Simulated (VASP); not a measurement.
Energy against volume of BaZrO$_{3}$ (cubic perovskite). All values below come from SCAN meta-GGA, VASP's PBE PAW potentials (set 64) (plane waves; VASP 6.6.1). Numerical set-up: 520 eV cut-off, 5×5×5 Γ-centred mesh, Gaussian smearing of 0.050 eV, potentials Ba_sv Zr_sv O.

```
V (Å³/atom)  E (eV/atom)
-----------  -----------
14.458         -21.39663
14.905         -21.40436
15.352         -21.39820
15.799         -21.38024
```

Task: Fit these four points and predict the energy of the run at 14.011 Å³/atom.

Result: A cubic in V^(−2/3), the third-order Birch-Murnaghan form, passes through the four points with V0 = 14.92 Å³/atom and B0 = 165 GPa, and gives -21.3725 eV/atom there. The run gave -21.3726 eV/atom, -0.1 meV/atom from the fit; all five points give B0 = 165 GPa.

The compound is BaZrO3 in the cubic perovskite structure. It was relaxed first.
